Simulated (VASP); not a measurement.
```xyz
2
Lattice="0.0000 2.3804 2.3804 2.3804 0.0000 2.3804 2.3804 2.3804 0.0000" Properties=species:S:1:pos:R:3 pbc="T T T"
Zr     0.0000     0.0000     0.0000
C      2.3804     2.3804     2.3804
```

Computed with optB88-vdW, VASP's PBE PAW potentials (set 64) (plane waves; VASP). Numerical set-up: 520 eV cut-off, 13×13×13 Γ-centred mesh, first-order Methfessel-Paxton smearing of 0.10 eV, potentials Zr_sv C.

**Question.** What does the run give for the energy per atom (σ→0), pressure, band gap (on the k-mesh) with the smallest direct gap where there is one?

**Answer.** 
band gap (on the k-mesh): none (metal, semimetal or under 0.01 eV)
energy per atom (σ→0): -7.859 eV/atom
pressure: -6.28 GPa

Only differences to runs with the same potentials and settings are physical.

The compound is ZrC in the rock salt structure. This cell is one point of a volume scan, at 1.03 of the reference volume.
